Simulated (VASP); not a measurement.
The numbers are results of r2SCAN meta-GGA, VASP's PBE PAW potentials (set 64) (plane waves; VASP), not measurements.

A VASP calculation is set up with these files.

File KPOINTS:
```
Regular mesh
0
Gamma
 17 17 9
```

File POSCAR:
```
Co
1.0
  1.2444297173  -2.1554157226   0.0000000000
  1.2444297173   2.1554157226   0.0000000000
  0.0000000000   0.0000000000   4.0578692417
Co
2
Cart
  1.2444297173   0.7184733445   1.0144673104
  1.2444297173  -0.7184733445   3.0434019313
```

INCAR:
```
# general
SYSTEM   =  Co
PREC     =  Accurate
ENCUT    =  520
LREAL    =  .FALSE.
LASPH    =  .TRUE.

# electronic loop
EDIFF    =  1E-7
NELM     =  100
ALGO     =  Normal
LMAXMIX  =  4
LMIXTAU  =  .TRUE.

# smearing
ISMEAR   =  1
SIGMA    =  0.1

# functional
METAGGA  =  R2SCAN

# spin
ISPIN    =  2
MAGMOM   =  1.7 1.7

# ions
IBRION   =  2
NSW      =  30
ISIF     =  4
EDIFFG   =  -0.01

# output
LWAVE    =  .FALSE.
LCHARG   =  .FALSE.
LORBIT   =  10
```

POTCAR, in this order: Co (PBE.64 set). Program: vasp_std.

### Question
Estimate the energy per atom (σ→0), cell moment, pressure, band gap (on the k-mesh).

### Answer

```
Quantity                                                    Result
------------------------  ----------------------------------------
energy per atom (σ→0)                      -1273.6 kJ/mol of atoms
cell moment                                                3.48 μB
band gap (on the k-mesh)  none (metal, semimetal or under 0.01 eV)
pressure                                                 -5.71 GPa
```

OSZICAR:
```
...
DAV:  11    -0.264001292843E+02   -0.20815E-04   -0.11493E-03 11580   0.586E-01    0.168E-01
DAV:  12    -0.264001409801E+02   -0.11696E-04   -0.98692E-05 13789   0.185E-01    0.748E-02
DAV:  13    -0.264001510915E+02   -0.10111E-04   -0.22724E-05 12984   0.560E-02    0.345E-02
DAV:  14    -0.264001613629E+02   -0.10271E-04   -0.11760E-05 11090   0.488E-02    0.148E-02
DAV:  15    -0.264001609302E+02    0.43274E-06   -0.14943E-06 13533   0.232E-02    0.172E-03
DAV:  16    -0.264001602743E+02    0.65591E-06   -0.20529E-07  8888   0.560E-03    0.189E-03
DAV:  17    -0.264001602641E+02    0.10201E-07   -0.57616E-08  5581   0.423E-03
   1 F= -.26400160E+02 E0= -.26400082E+02  d E =-.264002E+02  mag=     3.4755
```

The compound is Co in the hcp structure. This cell is one point of a volume scan, at 1.03 of the reference volume.
